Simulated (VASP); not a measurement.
All values below come from PBEsol GGA, VASP's PBE PAW potentials (set 64) (plane waves; VASP).

A VASP calculation is set up with these files.

### POSCAR
```
PbF2
1.0
  0.0000000000   2.7833456224   2.7833456224
  2.7833456224   0.0000000000   2.7833456224
  2.7833456224   2.7833456224   0.0000000000
Pb F
1 2
Cart
  0.0000000000   0.0000000000   0.0000000000
  1.3916728112   1.3916728112   1.3916728112
  4.1750184336   4.1750184336   4.1750184336
```

File KPOINTS:
```
Automatic mesh
0
Gamma
7 7 7
0 0 0
```

**INCAR**
```
IBRION = 2   # conjugate gradients
LWAVE = .False.
LREAL = .False.   # projection in real space or not
NELM = 100   # most electronic steps
NSW = 40
ISMEAR = 0
LMAXMIX = 4   # l cut-off of mixed one-centre charges
GGA = PS   # PBEsol
PREC = Accurate
LASPH = .True.
EDIFFG = -0.02
ENCUT = 620
SIGMA = 0.05
EDIFF = 1E-6
SYSTEM = PbF2
ISIF = 3   # ions, shape and volume
PSTRESS = 300   # kbar
ALGO = Normal
LCHARG = .False.
```

POTCAR, in this order: Pb_d F (PBE.64 set). Program: vasp_std.

**Question.** What will the output report for the number of irreducible k-points (NKPTS), largest plane-wave count, number of space-group operations, FFT grid (NGX, NGY, NGZ)?

**Answer.** 
The number of irreducible k-points (NKPTS) comes out as 20. The largest plane-wave count is 1525, the number of space-group operations is 48 and the FFT grid (NGX, NGY, NGZ) is 32 × 32 × 32.

The compound is PbF2 in the fluorite structure, the β form. This run relaxes it under an external pressure of 30 GPa. Symmetry was kept, so distortions that lower it aren't found.
